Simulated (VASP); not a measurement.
Energy against volume of ZrB2 (AlB2 type). These are optB88-vdW, VASP's PBE PAW potentials (set 64) (plane waves; VASP) values and carry that method's errors. Numerical set-up: 520 eV cut-off, 11×11×9 Γ-centred mesh, first-order Methfessel-Paxton smearing of 0.10 eV, potentials Zr_sv B.

Shape and ions are relaxed at each volume.

| V (Å³/atom) | E (eV/atom) |
|---|---|
| 9.707 | -6.87544 |
| 10.017 | -6.89858 |
| 10.327 | -6.90576 |
| 10.637 | -6.89921 |

Fit these four points and predict the energy of the run at 10.946 Å³/atom.

A cubic in V^(−2/3), the third-order Birch-Murnaghan form, passes through the four points with V0 = 10.33 Å³/atom and B0 = 236 GPa, and gives -6.8809 eV/atom there. The run gave -6.8808 eV/atom, +0.1 meV/atom from the fit; all five points give B0 = 236 GPa.

The compound is ZrB2 in the AlB2 type structure. It was relaxed first.
